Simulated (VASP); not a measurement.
These are PBEsol GGA, VASP's PBE PAW potentials (set 64) (plane waves; VASP) values and carry that method's errors.

A VASP calculation is set up with these files.

**POSCAR**
```
TiZn
1
    3.1237500000     0.0000000000     0.0000000000
    0.0000000000     3.1237500000     0.0000000000
    0.0000000000     0.0000000000     3.1237500000
Ti Zn
1 1
Direct
  0.5000000000   0.5000000000   0.5000000000
  0.0000000000   0.0000000000   0.0000000000
```

### INCAR
```
ENCUT = 300
GGA = PS   ! PBEsol
ISMEAR = -1
LASPH = .TRUE.
LCHARG = .FALSE.
LWAVE = .FALSE.
ALGO = Normal
SIGMA = 0.1   ! width (eV)
NELM = 100   ! most electronic steps
EDIFF = 1E-6   ! SCF stop (eV)
LMAXMIX = 4
ISIF = 2
PREC = Accurate
SYSTEM = TiZn
LREAL = .FALSE.   ! projection in real space or not
```

KPOINTS:
```
Automatic mesh
0
Gamma
5 5 5
0 0 0
```

POTCAR, in this order: Ti_sv Zn (PBE.64 set). Program: vasp_std.

At this cut-off the stress carries a Pulay error, which pulls relaxed volumes low.

Predict the energy per atom (σ→0), pressure.

* **energy per atom (σ→0)**: -5.169 eV/atom
* **pressure**: -2.81 GPa

**OSZICAR**
```
...
DAV:   7    -0.103656291259E+02    0.29909E-01   -0.30487E-01   384   0.746E+00    0.188E+00
DAV:   8    -0.103545353746E+02    0.11094E-01   -0.56193E-02   392   0.322E+00    0.668E-01
DAV:   9    -0.103513366738E+02    0.31987E-02   -0.11725E-02   400   0.165E+00    0.677E-02
DAV:  10    -0.103513872698E+02   -0.50596E-04   -0.48923E-04   328   0.214E-01    0.441E-02
DAV:  11    -0.103513903606E+02   -0.30907E-05   -0.23251E-05   424   0.376E-02    0.149E-02
DAV:  12    -0.103513917224E+02   -0.13619E-05   -0.30193E-06   352   0.213E-02    0.559E-03
DAV:  13    -0.103513915009E+02    0.22157E-06   -0.33707E-07   160   0.613E-03
   1 F= -.10351392E+02 E0= -.10337107E+02  d E =-.285682E-01
```

The structure comes from a computed database's TiZn entry (Pm-3m); how it stands against other phases isn't given here. The cell was not relaxed at this level. The run is one of a series of settings (KPOINTS 5×5×5 Γ-centred mesh against the base run), some of them coarse on purpose.
